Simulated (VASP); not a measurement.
## A VASP study of AlPt (PBEsol): structure first, properties next

What structure and properties does PBEsol give AlPt, and how near are they to the measured ones? The steps: relaxing cell and atoms (PBEsol), single point with fields (PBEsol), band structure (PBEsol), density of states (PBEsol), bands along the symmetry lines (PBEsol + SOC) and vibrations at Γ (PBEsol). The start is a computed cell from the Materials Project.

Calculated with VASP 6.6.1; PBEsol; plane waves and PAW (Al, Pt), in the first sound run; inputs show where later runs differ.

The experiments to compare with:

“Analysis of the unconventional chiral fermions in a non-centrosymmetric chiral crystal bf PtAl” (2022, arxiv:2206.01159) reports for PtAl, cubic chiral B20 (FeSi type), by powder XRD, Rietveld refinement (crushed Czochralski-grown single crystal, 300 K): lattice constant a (cubic lattice constant) 4.864 Å [room-temperature value; no uncertainty given].

## 1. Starting point

Before any relaxation, the start is as follows. It takes space group P2_13 (No. 198, cubic). Conventional cell: a = 4.879 Å, b = 4.879 Å, c = 4.879 Å, α = 90.00°, β = 90.00°, γ = 90.00°. Al has 7 Pt at 2.60 to 2.63 Å nearest. Nearest to Pt lie 7 Al at 2.60 to 2.63 Å. Farther neighbours are not listed.

## 2. Relaxing cell and atoms (PBEsol)

The start need not lie at this functional's minimum. ISIF = 3 frees volume, shape and positions, and EDIFFG sets the threshold on forces and stress at which the search stops. PBEsol restores the gradient expansion of exchange and is tuned for the cells of solids.

File INCAR:

```
SYSTEM = AlPt
PREC = Accurate
ENCUT = 400
EDIFF = 1E-06
NELM = 100
ISMEAR = 1
SIGMA = 0.2
LREAL = .FALSE.
ALGO = Normal
GGA = PS
NBANDS = 34
LASPH = .TRUE.
LORBIT = 11
LWAVE = .FALSE.
LCHARG = .FALSE.
KPAR = 4
IBRION = 2
NSW = 60
ISIF = 3
EDIFFG = -0.01
```

File POSCAR:

```
AlPt
1.0
    4.8789320700      0.0000000000      0.0000000000
    0.0000000000      4.8789320700      0.0000000000
    0.0000000000      0.0000000000      4.8789320700
Al Pt
4 4
Direct
    0.8440321000      0.8440321000      0.8440321000
    0.6559679000      0.1559679000      0.3440321000
    0.3440321000      0.6559679000      0.1559679000
    0.1559679000      0.3440321000      0.6559679000
    0.1550630600      0.1550630600      0.1550630600
    0.3449369400      0.8449369400      0.6550630600
    0.6550630600      0.3449369400      0.8449369400
    0.8449369400      0.6550630600      0.3449369400
```

File KPOINTS:

```
Automatic mesh
0
Gamma
6 6 6
0 0 0
```

Potentials, in the order of the species: Al and Pt (PBE family, release 64).

Started as:

```sh
> mpirun -np 4 vasp_std
```

Output:

```text
[banner, memory and clock lines left out]
running    4 mpi-ranks, on    1 nodes
 distrk:  each k-point on    1 cores,    4 groups
 distr:  one band on    1 cores,    1 groups

 POSCAR found type information on POSCAR AlPt
 POSCAR found :  2 types and       8 ions
|                                                                             |
|               ----> ADVICE to this user running VASP <----                  |
|                                                                             |
|     You enforced a specific xc type in the INCAR file but a different       |
|     [... a line on the potential file left out ...]
|     I HOPE YOU KNOW WHAT YOU ARE DOING!                                     |
|                                                                             |

 LDA part: xc-table for (Slater+PW92), standard interpolation
 POSCAR, INCAR and KPOINTS ok, starting setup
 FFT: planning ... GRIDC
 FFT: planning ... GRID_SOFT
 FFT: planning ... GRID
 WAVECAR not read
 entering main loop
       N       E                     dE             d eps       ncg     rms          rms(c)
DAV:   1     0.195402971979E+03    0.19540E+03   -0.20629E+04  1632   0.113E+03
DAV:   2    -0.463431567005E+02   -0.24175E+03   -0.23063E+03  1866   0.237E+02
DAV:   3    -0.554348573160E+02   -0.90917E+01   -0.89481E+01  2018   0.423E+01
DAV:   4    -0.555371919075E+02   -0.10233E+00   -0.10213E+00  1920   0.488E+00
DAV:   5    -0.555384755966E+02   -0.12837E-02   -0.12831E-02  1912   0.559E-01    0.213E+01
DAV:   6    -0.529713901913E+02    0.25671E+01   -0.12716E+01  1738   0.209E+01    0.691E+00
DAV:   7    -0.527397639108E+02    0.23163E+00   -0.60285E-01  1724   0.460E+00    0.419E+00
DAV:   8    -0.526524351048E+02    0.87329E-01   -0.73325E-02  1918   0.144E+00    0.758E-01
DAV:   9    -0.526505849894E+02    0.18501E-02   -0.55862E-03  1936   0.432E-01    0.290E-01
DAV:  10    -0.526505309634E+02    0.54026E-04   -0.84382E-04  1784   0.179E-01    0.507E-02
DAV:  11    -0.526505119722E+02    0.18991E-04   -0.38644E-05  1808   0.385E-02    0.191E-02
DAV:  12    -0.526505106692E+02    0.13031E-05   -0.17953E-06  1224   0.712E-03    0.547E-03
DAV:  13    -0.526505102850E+02    0.38416E-06   -0.13472E-06   918   0.667E-03
   1 F= -.52650510E+02 E0= -.52651059E+02  d E =-.526505E+02
 curvature:   0.00 expect dE= 0.000E+00 dE for cont linesearch  0.000E+00
 trial: gam= 0.00000 g(F)=  0.508E-03 g(S)=  0.174E-01 ort = 0.000E+00 (trialstep = 0.100E+01)
 search vector abs. value=  0.179E-01
 bond charge predicted
       N       E                     dE             d eps       ncg     rms          rms(c)
DAV:   1    -0.528114894373E+02   -0.16098E+00   -0.28991E+00  1658   0.112E+01    0.277E+00
DAV:   2    -0.526505972013E+02    0.16089E+00   -0.79068E-01  1672   0.562E+00    0.619E-01
DAV:   3    -0.526460691646E+02    0.45280E-02   -0.22091E-02  1708   0.881E-01    0.284E-01
DAV:   4    -0.526451019422E+02    0.96722E-03   -0.35070E-03  1770   0.216E-01    0.930E-02
DAV:   5    -0.526451392128E+02   -0.37271E-04   -0.37909E-04  1938   0.117E-01    0.413E-02
DAV:   6    -0.526451543661E+02   -0.15153E-04   -0.71631E-05  1806   0.485E-02    0.637E-03
DAV:   7    -0.526451534941E+02    0.87200E-06   -0.57173E-06  1732   0.146E-02
   2 F= -.52645153E+02 E0= -.52645546E+02  d E =0.535679E-02
[...]
3 F= -.52653994E+02 E0= -.52654486E+02  d E =-.348411E-02
[...]
4 F= -.52654316E+02 E0= -.52654804E+02  d E =-.321314E-03
[...]
5 F= -.52654549E+02 E0= -.52655033E+02  d E =-.554681E-03
[...]
6 F= -.52654546E+02 E0= -.52655024E+02  d E =-.551778E-03
 curvature:   0.85 expect dE= 0.567E-04 dE for cont linesearch  0.565E-04
 ZBRENT: bracketing found
 ZBRENT: interpolating
 opt :   2.8301  next Energy=   -52.654611 (dE=-0.617E-03)
 bond charge predicted
       N       E                     dE             d eps       ncg     rms          rms(c)
DAV:   1    -0.526544953428E+02    0.51213E-04   -0.14772E-01  1632   0.161E+00    0.307E-02
DAV:   2    -0.526546458057E+02   -0.15046E-03   -0.16708E-03  1830   0.233E-01    0.292E-02
DAV:   3    -0.526546370288E+02    0.87768E-05   -0.30149E-05  1898   0.306E-02    0.228E-02
DAV:   4    -0.526546289209E+02    0.81079E-05   -0.89364E-05  1714   0.413E-02    0.115E-02
DAV:   5    -0.526546254785E+02    0.34424E-05   -0.58766E-06  1694   0.127E-02    0.491E-03
DAV:   6    -0.526546249105E+02    0.56801E-06   -0.89055E-07   840   0.410E-03
   7 F= -.52654625E+02 E0= -.52655106E+02  d E =-.630520E-03
 curvature:  -0.94 expect dE=-0.188E-05 dE for cont linesearch -0.113E-05
 trial: gam=-0.05448 g(F)=  0.121E-05 g(S)=  0.786E-06 ort = 0.230E-04 (trialstep = 0.127E+01)
 search vector abs. value=  0.796E-06
 reached required accuracy - stopping structural energy minimisation
```

The job ended after 62 s (4 MPI ranks of AMD EPYC 7R43, shared host; peak memory 0.75 GiB; 4.1 min of CPU time).

Lines that name or quote the potential files are left out of all logs, and their timing lines are given in words.

OUTCAR, selected parts (step 2):

```text
ion  position               nearest neighbor table
   1  0.844  0.844  0.844-   6 2.60   7 2.60   8 2.60   6 2.61   7 2.61   8 2.61   5 2.63   3 3.02
                             4 3.02   2 3.02   2 3.02   4 3.02   3 3.02
   2  0.656  0.156  0.344-   5 2.60   7 2.60   8 2.60   7 2.61   8 2.61   5 2.61   6 2.63   1 3.02
                             1 3.02   3 3.02   3 3.02   4 3.02   4 3.02
   3  0.344  0.656  0.156-   5 2.60   6 2.60   8 2.60   8 2.61   6 2.61   5 2.61   7 2.63   1 3.02
                             4 3.02   2 3.02   2 3.02   4 3.02   1 3.02
   4  0.156  0.344  0.656-   5 2.60   6 2.60   7 2.60   6 2.61   5 2.61   7 2.61   8 2.63   1 3.02
                             3 3.02   2 3.02   1 3.02   2 3.02   3 3.02
   5  0.155  0.155  0.155-   2 2.60   3 2.60   4 2.60   2 2.61   3 2.61   4 2.61   1 2.63   6 3.02
                             7 3.02   8 3.02   6 3.02   8 3.02   7 3.02
   6  0.345  0.845  0.655-   1 2.60   3 2.60   4 2.60   3 2.61   4 2.61   1 2.61   2 2.63   8 3.02
                             5 3.02   5 3.02   7 3.02   7 3.02   8 3.02
   7  0.655  0.345  0.845-   1 2.60   2 2.60   4 2.60   4 2.61   2 2.61   1 2.61   3 2.63   8 3.02
                             5 3.02   8 3.02   6 3.02   6 3.02   5 3.02
   8  0.845  0.655  0.345-   1 2.60   2 2.60   3 2.60   2 2.61   1 2.61   3 2.61   4 2.63   7 3.02
                             5 3.02   7 3.02   5 3.02   6 3.02   6 3.02

  LATTYP: Found a simple cubic cell.
 ALAT       =     4.8789320700

 Subroutine GETGRP returns: Found 12 space group operations
 (whereof  3 operations were pure point group operations)

The static configuration has the point symmetry C_3 .
 The point group associated with its full space group is T   .

 Found     24 irreducible k-points:

   k-points           NKPTS =     24   k-points in BZ     NKDIM =     24   number of bands    NBANDS=     34

   dimension x,y,z NGX =    32 NGY =   32 NGZ =   32
   dimension x,y,z NGXF=    64 NGYF=   64 NGZF=   64

   ENCUT  =  400.0 eV  29.40 Ry    5.42 a.u.   7.96  7.96  7.96*2*pi/ulx,y,z

   NELECT =      52.0000    total number of electrons

 k-points in reciprocal lattice and weights: Automatic mesh
   0.00000000  0.00000000  0.00000000       0.005
   0.16666667  0.00000000  0.00000000       0.028
   0.33333333  0.00000000  0.00000000       0.028
   0.50000000  0.00000000  0.00000000       0.014
   0.16666667  0.16666667  0.00000000       0.056
   0.33333333  0.16666667  0.00000000       0.056
  -0.16666667  0.33333333  0.00000000       0.056
   0.50000000  0.16666667  0.00000000       0.028
  -0.16666667  0.50000000  0.00000000       0.028
[...]
0.50000000  0.50000000  0.33333333       0.028
   0.50000000  0.50000000  0.50000000       0.005

 average (electrostatic) potential at core
       1 -69.4234       2 -69.4234       3 -69.4234       4 -69.4234       5 -63.6019
       6 -63.6019       7 -63.6019       8 -63.6019

 E-fermi :  10.5221

 k-point     1 :       0.0000    0.0000    0.0000
  band No.  band energies     occupation
    ...
     23       8.7396      2.00000
     24       8.7396      2.00000
     25      10.2803      2.07084
     26      10.2803      2.07084
     27      10.2803      2.07084
     28      14.7152      0.00000
     29      14.7152      0.00000
     30      14.7152      0.00000
     31      14.8902      0.00000
     32      14.8902      0.00000
    ...

 k-point     2 :       0.1667    0.0000    0.0000
  band No.  band energies     occupation
    ...
     22       8.3422      2.00000
     23       8.7197      2.00000
     24       9.2160      2.00000
     25       9.8784      2.00005
     26      10.1097      2.01302
     27      11.4257     -0.00000
     28      13.4679     -0.00000
     29      13.8405     -0.00000
     30      14.0639     -0.00000
     31      14.0641     -0.00000
    ...

 k-point     3 :       0.3333    0.0000    0.0000
  band No.  band energies     occupation
    ...
     22       8.3139      2.00000
     23       8.8112      2.00000
     24       9.0292      2.00000
     25       9.6920      2.00000
     26      10.1785      2.03552
     27      11.6781     -0.00000
     28      12.6302     -0.00000
     29      13.3469     -0.00000
     30      13.4183     -0.00000
     31      13.9690     -0.00000
    ...

  Total        0.0065899      0.0065899      0.0065899     -0.0000000     -0.0000000      0.0000000
  in kB        0.0915287      0.0915287      0.0915287     -0.0000000     -0.0000000      0.0000000
  external PRESSURE =       0.0915287 kB  Pullay stress =       0.0000000 kB

  energy-cutoff  :      400.00
  volume of cell :      115.35
      direct lattice vectors                 reciprocal lattice vectors
     4.867934987 -0.000000000  0.000000000     0.205425915 -0.000000000 -0.000000000
     0.000000000  4.867934987  0.000000000     0.000000000  0.205425915  0.000000000
     0.000000000 -0.000000000  4.867934987    -0.000000000 -0.000000000  0.205425915

 POSITION                                       TOTAL-FORCE (eV/Angst)
 -----------------------------------------------------------------------------------
      4.10935      4.10935      4.10935         0.000487      0.000487      0.000487
      3.19256      0.75859      1.67538        -0.000487     -0.000487      0.000487
      1.67538      3.19256      0.75859         0.000487     -0.000487     -0.000487
      0.75859      1.67538      3.19256        -0.000487      0.000487     -0.000487
      0.75059      0.75059      0.75059        -0.001364     -0.001364     -0.001364
      1.68338      4.11734      3.18456         0.001364      0.001364     -0.001364
      3.18456      1.68338      4.11734        -0.001364      0.001364      0.001364
      4.11734      3.18456      1.68338         0.001364     -0.001364      0.001364
 -----------------------------------------------------------------------------------
    total drift:                                0.000000      0.000000      0.000000

  FREE ENERGIE OF THE ION-ELECTRON SYSTEM (eV)
  ---------------------------------------------------
  free  energy   TOTEN  =       -52.6546249105 eV

  energy  without entropy=      -52.6560682065  energy(sigma->0) =      -52.65510601

 reached required accuracy - stopping structural energy minimisation

 total charge
# of ion       s       p       d       tot
------------------------------------------
    1        0.375   0.390   0.000   0.764
    2        0.375   0.390   0.000   0.764
    3        0.375   0.390   0.000   0.764
    4        0.375   0.390   0.000   0.764
    5        0.679   0.668   8.187   9.534
    6        0.679   0.668   8.187   9.534
    7        0.679   0.668   8.187   9.534
    8        0.679   0.668   8.187   9.534
--------------------------------------------------
tot          4.216   4.229  32.748  41.193

[... 3 further parts left out ...]
```

The PAW data sets were made with PBE, which is usual practice but a small mismatch for other functionals. The run keeps the 12 symmetry operations of its start, so it cannot find a distortion of lower symmetry.

Step by step:

| step | energy less that of the first step (eV) | largest force (eV/Å) | pressure (GPa) | volume (Å³) |
| --- | --- | --- | --- | --- |
| 1 | 0.0000 | 0.0513 | -1.35 | 116.14 |
| 2 | 0.0054 | 0.0363 | 2.33 | 114.09 |
| 3 | -0.0035 | 0.0456 | 0.04 | 115.34 |
| 4 | -0.0038 | 0.0308 | 0.03 | 115.35 |
| 5 | -0.0040 | 0.0144 | 0.02 | 115.35 |
| 6 | -0.0040 | 0.0184 | 0.00 | 115.36 |
| 7 | -0.0041 | 0.0024 | 0.01 | 115.35 |

| conventional cell, symmetrised | before | after | change |
| --- | --- | --- | --- |
| a (Å) | 4.879 | 4.868 | -0.2 % |
| b (Å) | 4.879 | 4.868 | -0.2 % |
| c (Å) | 4.879 | 4.868 | -0.2 % |
| volume (Å³/atom) | 14.52 | 14.42 | -0.7 % |

Final coordinates:

```
Al Pt
1.0
     4.86793    0.00000    0.00000
     0.00000    4.86793    0.00000
     0.00000    0.00000    4.86793
Al Pt
4 4
Direct
  0.84417 0.84417 0.84417
  0.65583 0.15583 0.34417
  0.34417 0.65583 0.15583
  0.15583 0.34417 0.65583
  0.15419 0.15419 0.15419
  0.34581 0.84581 0.65419
  0.65419 0.34581 0.84581
  0.84581 0.65419 0.34581
```

This step gave:

```
electrons                       : 52
bands                           : 34
irreducible k-points            : 24
symmetry operations             : 12
free energy (TOTEN)             : -52.6546 eV
energy at zero smearing         : -52.6551 eV
Fermi energy                    : 10.52 eV
pressure                        : 0.009153 GPa
metallic                        : yes
SCF cycles over all ionic steps : 52
```

It ends with a largest force of 0.002 eV/Å and a pressure of 0.01 GPa.

(Continued in part 2 of 4.)

[Lines on the potential files, build, host, timing and source positions are cut from VASP's logs without a mark.]

[Logs are printed without paths, hosts, clocks, repeated set-up lines and the standing remarks that a program may print on its own settings, such as how far it seeks lower states.]

[Hosts, paths, dates, database ids (printed as entryN), source tags and the programs' standing remarks are cut or masked in the printed files.]

[A measured line is paired with the nearest computed mode of its activity, which favours agreement.]
